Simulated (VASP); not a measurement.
InP:

```
In P
1.0
     0.00000    2.93050    2.93050
     2.93050    0.00000    2.93050
     2.93050    2.93050    0.00000
In P
1 1
Direct
  0.00000 0.00000 0.00000
  0.25000 0.25000 0.25000
```

- Program: VASP 6.6.1
- Task: relaxation of cell and atoms
- Functional: PBE
- Potentials or basis: VASP PAW PBE potentials, release 64 (In, P)
- Cutoff: 520 eV
- k mesh: 10 × 10 × 10
- Occupations: gaussian, width 0.02 eV
- Spin: no spin polarisation

At the start: pressure 5.1 GPa; volume 25.17 Å³/atom.

Question: Where does the relaxation end?

Answer: Over 3 steps the energy falls by 27.3 meV/atom and the volume is 27.00 Å³/atom (+7.3 %); space group F-43m (No. 216, to 0.05 Å).

Step by step:
| step | energy change (eV) | largest force (eV/Å) | pressure (GPa) | volume (Å³) |
| --- | --- | --- | --- | --- |
| 1 | 0.0000 | 0.0000 | 5.09 | 50.33 |
| 2 | -0.0361 | 0.0000 | -2.37 | 56.39 |
| 3 | -0.0545 | 0.0000 | 0.00 | 54.01 |

Final structure:
```
In P
1.0
     0.00000    3.00016    3.00016
     3.00016    0.00000    3.00016
     3.00016    3.00016    0.00000
In P
1 1
Cartesian
  0.0000 0.0000 0.0000
  1.5001 1.5001 1.5001
```
